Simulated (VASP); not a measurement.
```xyz
4
Lattice="0.0000 2.7789 2.7789 2.7789 0.0000 2.7789 2.7789 2.7789 0.0000" Properties=species:S:1:pos:R:3 pbc="T T T"
Si     0.0000     0.0000     0.0000
Mn     2.7789     2.7789     2.7789
Mn     1.3895     1.3895     1.3895
Mn     4.1684     4.1684     4.1684
```
Starting moments (μB, in the order of the record's atoms Si Mn Mn Mn): 0.0 2.2 -0.6 -0.6.

All values below come from PBEsol GGA, VASP's PBE PAW potentials (set 64) (plane waves; VASP). Settings: 400 eV cut-off, Gaussian smearing of 0.050 eV, potentials Si Mn_pv.

Give the spin-up energies of bands 12 to 25 at the high-symmetry points, in eV from the Fermi level.

```tsv
band	Γ	X	U	L	W
12	-4.22	-4.29	-5.27	-4.60	-5.43
13	-3.95	-3.89	-3.80	-4.60	-4.30
14	-3.95	-2.63	-3.69	-2.81	-3.47
15	-3.95	-2.63	-2.78	-2.81	-2.51
16	-2.64	-2.62	-2.32	-2.70	-2.45
17	-2.64	-2.62	-2.28	-1.72	-2.45
18	-2.64	-2.20	-1.44	-1.72	-1.30
19	0.06	-1.88	-1.08	-0.61	-1.21
20	0.06	-0.74	-0.84	-0.61	-1.21
21	0.76	-0.21	-0.63	-0.59	-0.33
22	0.76	-0.21	-0.53	-0.08	-0.25
23	0.76	0.30	-0.09	-0.08	0.05
24	1.42	0.79	0.65	0.67	0.46
25	1.42	0.97	1.06	0.67	0.46
```

Give the spin-down energies of bands 12 to 25 at the high-symmetry points, in eV from the Fermi level.

```json
[
 {"band": "12", "Γ": "-4.22", "X": "-3.93", "U": "-5.08", "L": "-4.17", "W": "-5.37"},
 {"band": "13", "Γ": "-4.22", "X": "-3.87", "U": "-3.60", "L": "-4.17", "W": "-4.01"},
 {"band": "14", "Γ": "-3.72", "X": "-2.72", "U": "-3.41", "L": "-2.29", "W": "-3.18"},
 {"band": "15", "Γ": "-3.72", "X": "-2.72", "U": "-2.37", "L": "-2.25", "W": "-2.20"},
 {"band": "16", "Γ": "-1.59", "X": "-2.21", "U": "-2.06", "L": "-2.25", "W": "-2.20"},
 {"band": "17", "Γ": "-1.59", "X": "-2.12", "U": "-1.79", "L": "-1.99", "W": "-1.84"},
 {"band": "18", "Γ": "-1.59", "X": "-2.12", "U": "-1.67", "L": "-1.99", "W": "-1.50"},
 {"band": "19", "Γ": "0.22", "X": "-0.66", "U": "-1.16", "L": "-1.14", "W": "-1.50"},
 {"band": "20", "Γ": "0.22", "X": "-0.66", "U": "-1.00", "L": "-1.14", "W": "-0.85"},
 {"band": "21", "Γ": "0.22", "X": "0.07", "U": "-0.64", "L": "-1.07", "W": "-0.61"},
 {"band": "22", "Γ": "1.01", "X": "0.21", "U": "0.90", "L": "1.01", "W": "1.00"},
 {"band": "23", "Γ": "1.01", "X": "0.95", "U": "0.92", "L": "1.01", "W": "1.00"},
 {"band": "24", "Γ": "1.79", "X": "0.95", "U": "1.43", "L": "1.56", "W": "1.36"},
 {"band": "25", "Γ": "1.79", "X": "1.46", "U": "1.50", "L": "1.65", "W": "1.38"}
]
```

It has no gap at this level: it comes out as a metal or semimetal.

The structure comes from a measured Mn3Si entry (Fm-3m) of the Crystallography Open Database, whose conditions weren't checked. It was relaxed first, which changed the volume by -8 %.
